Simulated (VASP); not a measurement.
Output of a VASP run:

OSZICAR:
```
       N       E                     dE             d eps       ncg     rms          rms(c)
DAV:   1     0.348840429469E+03    0.34884E+03   -0.18385E+04   520   0.154E+03
DAV:   2     0.266782290407E+02   -0.32216E+03   -0.31629E+03   652   0.305E+02
DAV:   3    -0.126271536954E+02   -0.39305E+02   -0.39126E+02   616   0.120E+02
DAV:   4    -0.141968742599E+02   -0.15697E+01   -0.15673E+01   644   0.282E+01
DAV:   5    -0.142475953500E+02   -0.50721E-01   -0.50714E-01   816   0.456E+00    0.412E+00
DAV:   6    -0.139805397569E+02    0.26706E+00   -0.47764E-01   664   0.374E+00    0.274E+00
DAV:   7    -0.139549944152E+02    0.25545E-01   -0.32821E-01   622   0.243E+00    0.100E+00
DAV:   8    -0.139595371605E+02   -0.45427E-02   -0.44847E-02   598   0.149E+00    0.292E-01
DAV:   9    -0.139594610556E+02    0.76105E-04   -0.22245E-03   680   0.360E-01    0.145E-01
DAV:  10    -0.139597576281E+02   -0.29657E-03   -0.12005E-03   618   0.223E-01    0.591E-02
DAV:  11    -0.139598029556E+02   -0.45328E-04   -0.37799E-04   604   0.134E-01    0.177E-02
DAV:  12    -0.139598068546E+02   -0.38990E-05   -0.35656E-05   654   0.402E-02    0.185E-02
DAV:  13    -0.139598060108E+02    0.84375E-06   -0.16755E-06   648   0.871E-03    0.562E-03
DAV:  14    -0.139598055548E+02    0.45605E-06   -0.11637E-06   680   0.783E-03    0.139E-03
DAV:  15    -0.139598055147E+02    0.40057E-07   -0.37517E-07   504   0.417E-03
   1 F= -.15177521E+02 E0= -.15177521E+02  d E =0.000000E+00
```

**OUTCAR**
```
------------------------ aborting loop because EDIFF is reached ----------------------------------------
 Edisp (eV)   -1.21772
  FORCE on cell =-STRESS in cart. coord.  units (eV):
  Direction    XX          YY          ZZ          XY          YZ          ZX
  --------------------------------------------------------------------------------------
  Total      -0.01592    -0.01592    -0.01592    -0.00000    -0.00000     0.00000
  in kB      -0.10537    -0.10537    -0.10537    -0.00000    -0.00000     0.00000
  external pressure =       -0.11 kB  Pullay stress =        0.00 kB
  volume of cell :      242.04
      direct lattice vectors                 reciprocal lattice vectors
     6.232037789  0.000000000  0.000000000     0.160461158  0.000000000  0.000000000
     0.000000000  6.232037789  0.000000000     0.000000000  0.160461158  0.000000000
     0.000000000  0.000000000  6.232037789     0.000000000  0.000000000  0.160461158
 POSITION                                       TOTAL-FORCE (eV/Angst)
 -----------------------------------------------------------------------------------
      0.00000      0.00000      0.00000         0.000000      0.000000      0.000000
      3.11602      3.11602      3.11602         0.000000      0.000000      0.000000
      3.11602      0.00000      3.11602         0.000000      0.000000      0.000000
      0.00000      3.11602      3.11602         0.000000      0.000000      0.000000
      3.11602      3.11602      0.00000         0.000000      0.000000      0.000000
 -----------------------------------------------------------------------------------
    total drift:                                0.000000     -0.000000     -0.000000
  FREE ENERGIE OF THE ION-ELECTRON SYSTEM (eV)
  ---------------------------------------------------
  free  energy   TOTEN  =       -15.1775209755 eV

  energy  without entropy=      -15.1775209755  energy(sigma->0) =      -15.17752098

 total charge

# of ion       s       p       d       tot
------------------------------------------
    1        1.829   4.709   0.011   6.550
    2        1.420   0.611   9.991  12.022
    3        1.507   2.793   0.010   4.310
    4        1.507   2.793   0.010   4.310
    5        1.507   2.793   0.010   4.310
--------------------------------------------------
tot          7.772  13.698  10.033  31.503

 Electric field gradients after diagonalization (V/A^2)
 (convention: |V_zz| > |V_xx| > |V_yy|)
----------------------------------------------------------------------
 ion       V_xx      V_yy      V_zz     asymmetry (V_yy - V_xx)/ V_zz
----------------------------------------------------------------------
   1      -0.000    -0.000    -0.000      -0.002
   2      -0.000    -0.000    -0.000      -0.058
   3    -183.513  -183.513   367.025       0.000
   4    -183.513  -183.513   367.025       0.000
   5    -183.513  -183.513   367.025       0.000
```
(Selected blocks of OUTCAR.)

File POSCAR:
```
CsSnI3
1
    6.2320377890     0.0000000000     0.0000000000
    0.0000000000     6.2320377890     0.0000000000
    0.0000000000     0.0000000000     6.2320377890
Cs Sn I
1 1 3
Direct
  0.0000000000   0.0000000000   0.0000000000
  0.5000000000   0.5000000000   0.5000000000
  0.5000000000   0.0000000000   0.5000000000
  0.0000000000   0.5000000000   0.5000000000
  0.5000000000   0.5000000000   0.0000000000
```

Problem. Reconstruct the remaining input files.

Solution. One answer among several that fit: the input of the run itself, PBE GGA with D3 dispersion (zero damping), plane waves, VASP's PBE PAW potentials (set 64).

**INCAR**
```
SYSTEM = CsSnI3
PREC = Accurate
ENCUT = 520
EDIFF = 1E-7
NELM = 100
ALGO = Normal
LREAL = .FALSE.
LASPH = .TRUE.
ISMEAR = -5
GGA = PE
IVDW = 11
LMAXMIX = 4
LWAVE = .FALSE.
LCHARG = .TRUE.
LORBIT = 11
NEDOS = 601
ISIF = 2
LEFG = .TRUE.
```

File KPOINTS:
```
Automatic mesh
0
G
 4 4 4
0 0 0
```

POTCAR, in this order: Cs_sv Sn_d I (PBE.64 set). Program: vasp_std.

The compound is CsSnI3 in the cubic perovskite structure, the ideal cubic form; the compound distorts at low or room temperature. It was relaxed first.
